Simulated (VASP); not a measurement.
Consider the following.

```
CELL_PARAMETERS angstrom
      0.00000     2.70500     2.70500
      2.70500     0.00000     2.70500
      2.70500     2.70500     0.00000
ATOMIC_POSITIONS crystal
  Ce 0.00000 0.00000 0.00000
  O  0.25000 0.25000 0.25000
  O  0.75000 0.75000 0.75000
```

Computed with PBE GGA, VASP's PBE PAW potentials (set 64) (plane waves; VASP 6.6.1). Settings: 520 eV cut-off, 5×5×5 Γ-centred mesh, Gaussian smearing of 0.050 eV, potentials Ce O.

Question: What does the run give for the energy per atom (σ→0), pressure?

Answer: 
energy per atom (σ→0): -8.736 eV/atom
pressure: 5.49 GPa

Total energies compare only between runs with the same potentials, cut-off and functional.

The compound is CeO2 in the fluorite structure. The cell was not relaxed at this level. The run is not spin-polarised, so no magnetic state was tried.
